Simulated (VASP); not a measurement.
A convergence study with VASP on HfB₂ (AlB2 type): a few settings are varied, all else stays as given below, so the limit is that of these other settings.

```yaml
crystal:
  lattice:
    - [1.57000, -2.71932, 0.00000]
    - [1.57000, 2.71932, 0.00000]
    - [0.00000, 0.00000, 3.48000]
  atoms:
    - { symbol: Hf, position: [0.00000, 0.00000, 0.00000] }
    - { symbol: B, position: [0.33333, 0.66667, 0.50000] }
    - { symbol: B, position: [0.66667, 0.33333, 0.50000] }
```

Level of theory: PBE GGA, VASP's PBE PAW potentials (set 64) (plane waves; VASP 6.6.1). The last row used: 700 eV cut-off, 19×19×15 Γ-centred mesh, second-order Methfessel-Paxton smearing of 0.40 eV, potentials Hf_pv B.

```csv
setting,E (eV/atom),pressure (GPa),irreducible k-points
"ISMEAR = -1, SIGMA = 0.01, 6×6×5 mesh",-8.7844,1.20,21
"ISMEAR = -1, SIGMA = 0.2, 6×6×5 mesh",-8.7849,1.40,21
"ISMEAR = 0, SIGMA = 0.01, 6×6×5 mesh",-8.7844,1.20,21
"ISMEAR = 0, SIGMA = 0.2, 6×6×5 mesh",-8.7847,1.22,21
"ISMEAR = 1, SIGMA = 0.01, 6×6×5 mesh",-8.7844,1.20,21
"ISMEAR = 1, SIGMA = 0.2, 6×6×5 mesh",-8.7850,1.17,21
"ISMEAR = 2, SIGMA = 0.01, 6×6×5 mesh",-8.7844,1.20,21
"ISMEAR = 2, SIGMA = 0.2, 6×6×5 mesh",-8.7848,1.20,21
"ISMEAR = -1, SIGMA = 0.05, 13×13×10 mesh",-8.8015,1.01,126
"ISMEAR = -1, SIGMA = 0.2, 13×13×10 mesh",-8.8011,(withheld),126
"ISMEAR = 0, SIGMA = 0.05, 13×13×10 mesh",-8.8015,1.01,126
"ISMEAR = 0, SIGMA = 0.2, 13×13×10 mesh",-8.8016,1.01,126
"ISMEAR = 1, SIGMA = 0.05, 13×13×10 mesh",-8.8015,1.01,126
"ISMEAR = 1, SIGMA = 0.2, 13×13×10 mesh",-8.8015,1.00,126
"ISMEAR = 2, SIGMA = 0.05, 13×13×10 mesh",-8.8015,1.01,126
"ISMEAR = 2, SIGMA = 0.2, 13×13×10 mesh",-8.8015,1.01,126
"ISMEAR = -1, SIGMA = 0.05, 19×19×15 mesh",-8.8012,1.00,320
"ISMEAR = -1, SIGMA = 0.4, 19×19×15 mesh",-8.7945,1.70,320
"ISMEAR = 0, SIGMA = 0.05, 19×19×15 mesh",-8.8012,1.00,320
"ISMEAR = 0, SIGMA = 0.4, 19×19×15 mesh",-8.8011,1.06,320
"ISMEAR = 1, SIGMA = 0.05, 19×19×15 mesh",-8.8012,1.00,320
"ISMEAR = 1, SIGMA = 0.4, 19×19×15 mesh",-8.8012,0.99,320
"ISMEAR = 2, SIGMA = 0.05, 19×19×15 mesh",-8.8012,1.00,320
"ISMEAR = 2, SIGMA = 0.4, 19×19×15 mesh",-8.8011,0.99,320
```

Task: Some entries are withheld; supply them.

Result: 
- ISMEAR = -1, SIGMA = 0.2, 13×13×10 mesh, pressure (GPa): 1.11

Left out are rungs that failed or repeat a setting and relaxations that didn't move; long series are thinned to 24 rows.

The compound is HfB2 in the AlB2 type structure. The cell was not relaxed at this level.
